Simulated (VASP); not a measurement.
Consider the following.

```
S2Si
1.0
   -2.75633     4.48051     2.74574
    2.75633    -4.48051     2.74574
    2.75633     4.48051    -2.74574
Si S
2 4
Direct
  0.75000   0.75000   0.00000
  0.25000   0.25000   0.00000
  0.87612   0.78468   0.66080
  0.12388   0.21532   0.33920
  0.62388   0.28468   0.90856
  0.37612   0.71532   0.09144
```

Calculation: LDA (Ceperley-Alder, Perdew-Zunger), VASP's LDA PAW potentials (set 64) (plane waves; VASP). Run with 400 eV cut-off, Gaussian smearing of 0.050 eV, potentials Si S.

Question: Give the energies of bands 6 to 19 at the high-symmetry points, in eV from the valence-band maximum.

Answer: 
| band | Γ | X | F0 | Λ0 | R | W | S | T |
|---|---|---|---|---|---|---|---|---|
| 6 | -6.18 | -5.64 | -5.52 | -5.98 | -6.41 | -6.33 | -6.26 | -5.78 |
| 7 | -5.07 | -4.41 | -4.89 | -4.70 | -4.79 | -4.93 | -4.76 | -4.88 |
| 8 | -4.21 | -3.69 | -3.95 | -4.59 | -4.79 | -4.93 | -4.76 | -4.27 |
| 9 | -4.05 | -3.33 | -3.55 | -4.15 | -3.60 | -3.67 | -3.71 | -3.53 |
| 10 | -3.23 | -2.66 | -2.82 | -3.10 | -3.60 | -3.67 | -3.71 | -3.43 |
| 11 | -3.19 | -2.30 | -2.56 | -2.09 | -2.28 | -2.02 | -2.32 | -2.69 |
| 12 | -2.09 | -2.30 | -2.54 | -2.08 | -2.28 | -2.02 | -2.32 | -2.15 |
| 13 | -1.57 | -2.12 | -2.02 | -1.71 | -1.09 | -0.95 | -1.38 | -2.00 |
| 14 | -0.84 | -2.07 | -1.97 | -1.05 | -1.09 | -0.95 | -1.38 | -1.33 |
| 15 | -0.70 | -1.64 | -0.88 | -0.97 | -0.59 | -0.85 | -0.76 | -1.00 |
| 16 | -0.55 | -0.28 | -0.04 | -0.89 | -0.59 | -0.85 | -0.76 | -0.09 |
| 17 | 3.00 | 2.43 | 3.15 | 2.75 | 3.12 | 3.34 | 3.32 | 3.83 |
| 18 | 3.67 | 3.55 | 3.68 | 3.41 | 3.12 | 3.34 | 3.32 | 4.51 |
| 19 | 3.85 | 3.72 | 4.51 | 4.12 | 4.39 | 4.21 | 4.89 | 4.65 |

The gap is indirect, 2.43 eV, from the valence maximum at Σ0-Γ at 0.14 to the conduction minimum at X.

The structure comes from a computed database's SiS2 entry (Ibam); how it stands against other phases isn't given here. It was relaxed first, which changed the volume by -13 %.
